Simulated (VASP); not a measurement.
Method: PBEsol GGA, VASP's PBE PAW potentials (set 64) (plane waves; VASP 6.6.1).

VASP ran on this input.

File KPOINTS:
```
kpoints
0
Gamma
  7 7 7
```

### POSCAR
```
LiIn
1
    0.0000000000     3.3835823422     3.3835823422
    3.3835823422    -0.0000000000     3.3835823422
    3.3835823422     3.3835823422     0.0000000000
In Li
2 2
Direct
  1.0000000000   0.0000000000   0.0000000000
  0.2500000000   0.2500000000   0.2500000000
  0.5000000000   0.5000000000   0.5000000000
  0.7500000000   0.7500000000   0.7500000000
```

**INCAR**
```
ENCUT  =  520
ALGO  =  Normal
ISMEAR  =  1
GGA  =  PS
NSW  =  60   ! most ionic steps
LMAXMIX  =  4   ! l cut-off of mixed one-centre charges
SIGMA  =  0.1   ! width (eV)
LCHARG  =  F
LASPH  =  T   ! aspherical one-centre terms
SYSTEM  =  LiIn
NELM  =  100
LWAVE  =  F
EDIFFG  =  -0.02
ISIF  =  3
PREC  =  Accurate
EDIFF  =  1E-6
IBRION  =  2   ! conjugate gradients
LREAL  =  F   ! projection in real space or not
```

POTCAR, in this order: In_d Li_sv (PBE.64 set). Program: vasp_std.

What VASP printed:

OSZICAR:
```
       N       E                     dE             d eps       ncg     rms          rms(c)
DAV:   1     0.255545380082E+03    0.25555E+03   -0.15562E+04   800   0.203E+03
DAV:   2     0.118183413175E+02   -0.24373E+03   -0.23909E+03   808   0.449E+02
DAV:   3    -0.860974730292E+01   -0.20428E+02   -0.20150E+02  1280   0.136E+02
DAV:   4    -0.110109284496E+02   -0.24012E+01   -0.23455E+01  1408   0.358E+01
DAV:   5    -0.113198579959E+02   -0.30893E+00   -0.30879E+00  1268   0.722E+00    0.540E+00
DAV:   6    -0.111242885218E+02    0.19557E+00   -0.44390E-01  1008   0.114E+01    0.247E+00
DAV:   7    -0.110904823312E+02    0.33806E-01   -0.93857E-02  1136   0.451E+00    0.673E-01
DAV:   8    -0.110870568919E+02    0.34254E-02   -0.10167E-02  1512   0.117E+00    0.227E-01
DAV:   9    -0.110867333923E+02    0.32350E-03   -0.63858E-04  1140   0.265E-01    0.533E-02
DAV:  10    -0.110867424255E+02   -0.90332E-05   -0.74237E-05  1088   0.643E-02    0.144E-02
DAV:  11    -0.110867423014E+02    0.12412E-06   -0.46783E-06  1132   0.149E-02
   1 F= -.11086742E+02 E0= -.11086660E+02  d E =-.110867E+02
```

File OUTCAR:
```
------------------------ aborting loop because EDIFF is reached ----------------------------------------
  FORCE on cell =-STRESS in cart. coord.  units (eV):
  Direction    XX          YY          ZZ          XY          YZ          ZX
  --------------------------------------------------------------------------------------
  Total        0.0354953      0.0354953      0.0354953      0.0000000      0.0000000      0.0000000
  in kB        0.7340426      0.7340426      0.7340426      0.0000000      0.0000000      0.0000000
  external PRESSURE =       0.7340426 kB  Pullay stress =       0.0000000 kB
  volume of cell :       77.47
      direct lattice vectors                 reciprocal lattice vectors
     0.000000000  3.383582342  3.383582342    -0.147772375  0.147772375  0.147772375
     3.383582342  0.000000000  3.383582342     0.147772375 -0.147772375  0.147772375
     3.383582342  3.383582342  0.000000000     0.147772375  0.147772375 -0.147772375
 POSITION                                       TOTAL-FORCE (eV/Angst)
 -----------------------------------------------------------------------------------
      0.00000      0.00000      0.00000         0.000000     -0.000000      0.000000
      1.69179      1.69179      1.69179         0.000000      0.000000     -0.000000
      3.38358      3.38358      3.38358        -0.000000     -0.000000     -0.000000
      5.07537      5.07537      5.07537         0.000000      0.000000      0.000000
 -----------------------------------------------------------------------------------
    total drift:                                0.000000      0.000000      0.000000
  FREE ENERGIE OF THE ION-ELECTRON SYSTEM (eV)
  ---------------------------------------------------
  free  energy   TOTEN  =       -11.0867423014 eV

  energy  without entropy=      -11.0864957394  energy(sigma->0) =      -11.08666011

 reached required accuracy - stopping structural energy minimisation
```
(Selected blocks of OUTCAR.)

The structure comes from a measured LiIn entry (Fd-3m) of the Crystallography Open Database, whose conditions weren't checked. It was relaxed first. The start is the result of an earlier pass.
